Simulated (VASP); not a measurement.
Here is a VASP 6.6.1 calculation.

INCAR

```
  PREC = Accurate
  ENCUT = 520
  EDIFF = 1E-7
  ISMEAR = 0
  SIGMA = 0.02
  LREAL = F
  LASPH = T
  NELM = 80
  ALGO = Normal
  ISIF = 3
  LWAVE = F
  LCHARG = F
  METAGGA = R2SCAN
  LMIXTAU = T
  LUSE_VDW = T
  IVDW_NL = 2
  BPARAM = 11.95
  CPARAM = 0.0093
  IBRION = 2
  NSW = 80
  EDIFFG = -0.002
```

File KPOINTS:

```
regular mesh
0
Gamma
  10 10 10
```

File POSCAR:

```
Si
1.0
    0.0000000000      2.7135600000      2.7135600000
    2.7135600000      0.0000000000      2.7135600000
    2.7135600000      2.7135600000      0.0000000000
Si
2
Direct
    0.7500000000      0.7500000000      0.7500000000
    0.5000000000      0.5000000000      0.5000000000
```

Potentials or basis: VASP PAW PBE potentials, release 64 (Si).

Run with:

```console
$ cat potpaw_PBE.64/Si/POTCAR > POTCAR
$ mpirun -np 1 vasp_std > vasp.out
```

(1) Estimate the relaxed cell.

(2) What does it give for the band gap on the k mesh?

(3) Predict the relaxed volume.

(4) What does it give for the space group after relaxing (to 0.05 Å)?

## Answers

(1) a = 3.841 Å, b = 3.841 Å, c = 3.841 Å, α = 60.00°, β = 60.00°, γ = 60.00°.

(2) 0.75 eV, indirect (least direct gap 2.75 eV).

(3) 20.03 Å³/atom.

(4) Fd-3m (No. 227).

Caveat: the PAW data sets were made with another functional, which shifts forces and pressure a little.
